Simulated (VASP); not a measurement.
Here is the system:

```
CELL_PARAMETERS angstrom
      1.26269    -2.18705     0.00000
      1.26269     2.18705     0.00000
      0.00000     0.00000     4.17824
ATOMIC_POSITIONS crystal
  B  0.66667 0.33333 0.50030
  B  0.33333 0.66667 0.00030
  N  0.66667 0.33333 0.87470
  N  0.33333 0.66667 0.37470
```

These are LDA (Ceperley-Alder, Perdew-Zunger), VASP's LDA PAW potentials (set 64) (plane waves; VASP) values and carry that method's errors. Settings: 520 eV cut-off, Gaussian smearing of 0.050 eV, potentials B N.

**Question.** Estimate the band gap (along the path) with the smallest direct gap where there is one.

**Answer.** 
The band gap (along the path) is 4.91 eV and the smallest direct gap (along the path) comes out as 8.26 eV.

The absolute energy has meaning only against runs of the same code, potentials and settings.

The compound is BN in the wurtzite structure, a metastable high-pressure form. It was relaxed first.
